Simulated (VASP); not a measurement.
A convergence study with VASP on C (diamond): one setting is varied, all else stays as given below, so the limit is that of these other settings. Each run relaxes cell and ions from the cell shown.

```
CELL_PARAMETERS angstrom
      0.00000     1.78350     1.78350
      1.78350     0.00000     1.78350
      1.78350     1.78350     0.00000
ATOMIC_POSITIONS crystal
  C  0.00000 0.00000 0.00000
  C  0.25000 0.25000 0.25000
```

These are LDA (Ceperley-Alder, Perdew-Zunger), VASP's LDA PAW potentials (set 64) (plane waves; VASP) values and carry that method's errors. The tightest run used: 700 eV cut-off, 17×17×17 Γ-centred mesh, Gaussian smearing of 0.050 eV, potentials C.

Gaps are read on the run's mesh, which can miss a band edge.

```
setting     relaxed volume (Å³/atom)  E (eV/atom)  gap on the mesh (eV)  irreducible k-points
----------  ------------------------  -----------  --------------------  --------------------
2×2×2 mesh                     5.896      -8.5544                 4.364                     3
3×3×3 mesh                     5.576      -9.8401                 4.111                     4
4×4×4 mesh                     5.528     -10.0640                 4.469                     8
```

### Question
These are the cheaper rows. Estimate the results at 17×17×17 mesh, and how far the last row shown lies from them.

### Answer

```csv
quantity,tightest run,last row shown is off by
relaxed volume (Å³/atom),5.515,0.013
E (eV/atom),-10.1305,0.0665
gap on the mesh (eV),4.172,0.297
```

Left out are rungs that failed or repeat a setting and relaxations that didn't move; long series are thinned to 24 rows.

The compound is C in the diamond structure.
